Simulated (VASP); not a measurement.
These are PBE0 hybrid, VASP's PBE PAW potentials (set 64) (plane waves; VASP 6.6.1) values and carry that method's errors.

The input files of a VASP run:

### KPOINTS
```
Regular mesh
0
Gamma
8 8 8
```

POSCAR:
```
LiF
1
    0.0000000000     2.0478210844     2.0478210844
    2.0478210844     0.0000000000     2.0478210844
    2.0478210844     2.0478210844     0.0000000000
Li F
1 1
Direct
  0.0000000000   0.0000000000   0.0000000000
  0.5000000000   0.5000000000   0.5000000000
```

**INCAR**
```
ISIF  =  2   ! forces and stress, cell fixed
ALGO  =  Normal
LASPH  =  T   ! aspherical one-centre terms
AEXX  =  0.25
SIGMA  =  0.05
LWAVE  =  F
SYSTEM  =  LiF
EDIFF  =  1E-6   ! SCF stop (eV)
NELM  =  60
ISMEAR  =  0   ! Gaussian
PREC  =  Accurate
ENCUT  =  520   ! plane-wave cut-off (eV)
GGA  =  PE   ! PBE
LCHARG  =  F
PRECFOCK  =  Fast
LREAL  =  F   ! projection in real space or not
HFRCUT  =  -1
ISYM  =  3
LHFCALC  =  T
```

POTCAR, in this order: Li_sv F (PBE.64 set). Program: vasp_std. Read from the step before: WAVECAR.

Output

File OSZICAR:
```
       N       E                     dE             d eps       ncg     rms          rms(c)
DAV:   1    -0.118977515331E+02   -0.11898E+02   -0.28386E-01   522   0.530E+00    0.316E-01
DAV:   2    -0.118978085072E+02   -0.56974E-04   -0.73637E-03   570   0.112E+00    0.178E-01
DAV:   3    -0.118973633932E+02    0.44511E-03   -0.20447E-03   564   0.390E-01    0.124E-01
DAV:   4    -0.118972873571E+02    0.76036E-04   -0.87117E-05   572   0.852E-02    0.794E-02
DAV:   5    -0.118972406072E+02    0.46750E-04   -0.27946E-05   584   0.751E-02    0.429E-02
DAV:   6    -0.118972280328E+02    0.12574E-04   -0.78372E-06   666   0.410E-02    0.238E-02
DAV:   7    -0.118972240670E+02    0.39658E-05   -0.16359E-06   633   0.182E-02    0.141E-02
DAV:   8    -0.118972229704E+02    0.10966E-05   -0.79896E-07   542   0.109E-02    0.863E-03
DAV:   9    -0.118972227535E+02    0.21695E-06   -0.26304E-07   270   0.700E-03
   1 F= -.11897223E+02 E0= -.11897223E+02  d E =-.140560E-21
```

OUTCAR:
```
------------------------ aborting loop because EDIFF is reached ----------------------------------------
  FORCE on cell =-STRESS in cart. coord.  units (eV):
  Direction    XX          YY          ZZ          XY          YZ          ZX
  --------------------------------------------------------------------------------------
  Total       -0.4677920     -0.4677920     -0.4677920      0.0000000      0.0000000      0.0000000
  in kB      -43.6372430    -43.6372430    -43.6372430      0.0000000      0.0000000      0.0000000
  external PRESSURE =     -43.6372430 kB  Pullay stress =       0.0000000 kB
  volume of cell :       17.18
      direct lattice vectors                 reciprocal lattice vectors
     0.000000000  2.047821084  2.047821084    -0.244161955  0.244161955  0.244161955
     2.047821084  0.000000000  2.047821084     0.244161955 -0.244161955  0.244161955
     2.047821084  2.047821084  0.000000000     0.244161955  0.244161955 -0.244161955
  FREE ENERGIE OF THE ION-ELECTRON SYSTEM (eV)
  ---------------------------------------------------
  free  energy   TOTEN  =       -11.8972227535 eV

  energy  without entropy=      -11.8972227535  energy(sigma->0) =      -11.89722275

  exchange ACFDT corr.  =         0.00000000  see jH, gK, PRB 81, 115126
```
(Selected blocks of OUTCAR.)

OUTCAR:
```
 val. band max:       -3.4294411703   @ k =   0.0000   0.0000   0.0000

 cond. band min:       8.2527765857   @ k =   0.0000   0.0000   0.0000


 Fermi energy:        -3.1067166032

 k-point     1 :       0.0000    0.0000    0.0000
  band No.  band energies     occupation
      1     -46.5390      2.00000
      2     -24.8751      2.00000
      3      -3.4294      2.00000
      4      -3.4294      2.00000
      5      -3.4294      2.00000
      6       8.2528      0.00000
      7      23.2972      0.00000
      8      23.2972      0.00000
      9      23.2972      0.00000

 k-point     2 :       0.1250    0.0000    0.0000
  band No.  band energies     occupation
      1     -46.5321      2.00000
      2     -24.8173      2.00000
      3      -3.8600      2.00000
      4      -3.4650      2.00000
      5      -3.4650      2.00000
      6       8.7122      0.00000
      7      19.9510      0.00000
      8      21.7011      0.00000
      9      21.7011      0.00000

 k-point     3 :       0.2500    0.0000    0.0000
  band No.  band energies     occupation
      1     -46.5152      2.00000
      2     -24.6732      2.00000
      3      -4.7935      2.00000
      4      -3.5483      2.00000
      5      -3.5483      2.00000
      6       9.6012      0.00000
      7      17.3246      0.00000
      8      19.9526      0.00000
      9      19.9526      0.00000

 k-point     4 :       0.3750    0.0000    0.0000
  band No.  band energies     occupation
      1     -46.4981      2.00000
      2     -24.5220      2.00000
      3      -5.6247      2.00000
      4      -3.6282      2.00000
      5      -3.6282      2.00000
      6      10.0962      0.00000
      7      16.2533      0.00000
      8      18.7469      0.00000
      9      18.7469      0.00000

 k-point     5 :       0.5000    0.0000    0.0000
  band No.  band energies     occupation
      1     -46.4911      2.00000
      2     -24.4573      2.00000
      3      -5.9477      2.00000
...
```

The compound is LiF in the rock salt structure. This cell is one point of a volume scan, at 1.03 of the reference volume. The cell's shape comes from a PBE relaxation.
